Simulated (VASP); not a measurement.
The input files of a VASP run:

**INCAR**
```
SYSTEM = MgB2
PREC = Accurate
ENCUT = 520
EDIFF = 1E-6
NELM = 100
ALGO = Normal
LREAL = .FALSE.
LASPH = .TRUE.
ISMEAR = -1
SIGMA = 0.8
GGA = PE
LWAVE = .FALSE.
LCHARG = .FALSE.
ISIF = 2
```

File KPOINTS:
```
Automatic mesh
0
Gamma
8 8 7
0 0 0
```

File POSCAR:
```
MgB2
1
    1.5759000000    -2.7295380000     0.0000000000
    1.5759000000     2.7295380000     0.0000000000
    0.0000000000     0.0000000000     3.5904000000
Mg B
1 2
Direct
  0.0000000000   0.0000000000   0.0000000000
  0.3333330000   0.6666670000   0.5000000000
  0.6666670000   0.3333330000   0.5000000000
```

POTCAR, in this order: Mg B (PBE.64 set). Program: vasp_std.

What happens when VASP runs on this input?

There is a fault: SIGMA is far too large. The run ends without an error. Against the sound run, the energy per atom (σ→0) decreases by 0.005 eV/atom; the pressure increases by 1.74 GPa.

File standard output:
```
 POSCAR found type information on POSCAR MgB
 POSCAR found :  2 types and       3 ions
 Reading from existing POTCAR
 Reading from existing POTCAR
 LDA part: xc-table for (Slater+PW92), standard interpolation
 POSCAR, INCAR and KPOINTS ok, starting setup
 WAVECAR not read
 entering main loop
       N       E                     dE             d eps       ncg     rms          rms(c)
DAV:   1     0.423169085140E+01    0.42317E+01   -0.37606E+03   672   0.829E+02
DAV:   2    -0.169992441855E+02   -0.21231E+02   -0.20385E+02   936   0.103E+02
DAV:   3    -0.172958015232E+02   -0.29656E+00   -0.29586E+00   800   0.152E+01
DAV:   4    -0.172964121680E+02   -0.61064E-03   -0.60962E-03  1048   0.633E-01
DAV:   5    -0.172964125401E+02   -0.37216E-06   -0.37139E-06   800   0.831E-03    0.470E+00
DAV:   6    -0.161318709153E+02    0.11645E+01   -0.20402E+00   696   0.762E+00    0.223E+00
DAV:   7    -0.159286158571E+02    0.20326E+00   -0.92391E-01   784   0.508E+00    0.683E-01
DAV:   8    -0.159273484430E+02    0.12674E-02   -0.30627E-02   720   0.142E+00    0.155E-01
DAV:   9    -0.159255531397E+02    0.17953E-02   -0.61578E-03   728   0.430E-01    0.430E-02
DAV:  10    -0.159255639645E+02   -0.10825E-04   -0.41662E-04   960   0.131E-01    0.175E-02
DAV:  11    -0.159255471301E+02    0.16834E-04   -0.75899E-05   712   0.513E-02    0.167E-03
DAV:  12    -0.159255471903E+02   -0.60265E-07   -0.74084E-07   776   0.797E-03
   1 F= -.15925547E+02 E0= -.15267513E+02  d E =-.131607E+01
```

### OUTCAR
```
------------------------ aborting loop because EDIFF is reached ----------------------------------------
  FORCE on cell =-STRESS in cart. coord.  units (eV):
  Direction    XX          YY          ZZ          XY          YZ          ZX
  --------------------------------------------------------------------------------------
  Total       -1.9276312     -1.9276300     -0.5622674      0.0000000      0.0000000      0.0000000
  in kB      -99.9870841    -99.9870205    -29.1650566      0.0000000      0.0000000      0.0000000
  external PRESSURE =     -76.3797204 kB  Pullay stress =       0.0000000 kB
  volume of cell :       30.89
      direct lattice vectors                 reciprocal lattice vectors
     1.575900000 -2.729538000  0.000000000     0.317279015 -0.183181183  0.000000000
     1.575900000  2.729538000  0.000000000     0.317279015  0.183181183  0.000000000
     0.000000000  0.000000000  3.590400000     0.000000000  0.000000000  0.278520499
 POSITION                                       TOTAL-FORCE (eV/Angst)
 -----------------------------------------------------------------------------------
      0.00000      0.00000      0.00000        -0.000000     -0.000000      0.000000
      1.57590      0.90985      1.79520         0.000000      0.000000      0.000000
      1.57590     -0.90985      1.79520        -0.000000     -0.000000      0.000000
 -----------------------------------------------------------------------------------
    total drift:                                0.000000     -0.000000      0.000000
  FREE ENERGIE OF THE ION-ELECTRON SYSTEM (eV)
  ---------------------------------------------------
  free  energy   TOTEN  =       -15.9255471903 eV

  energy  without entropy=      -14.6094790500  energy(sigma->0) =      -15.26751312
```
(Selected blocks of OUTCAR.)

To mend it, set ISMEAR = 1, set SIGMA = 0.1.

The mended run (PBE GGA, plane waves, VASP's PBE PAW potentials (set 64)) converges, and its OSZICAR ends with
```
   1 F= -.15252982E+02 E0= -.15252866E+02  d E =-.347025E-03
```

The compound is MgB2 in the AlB2 type structure. The cell was not relaxed at this level.
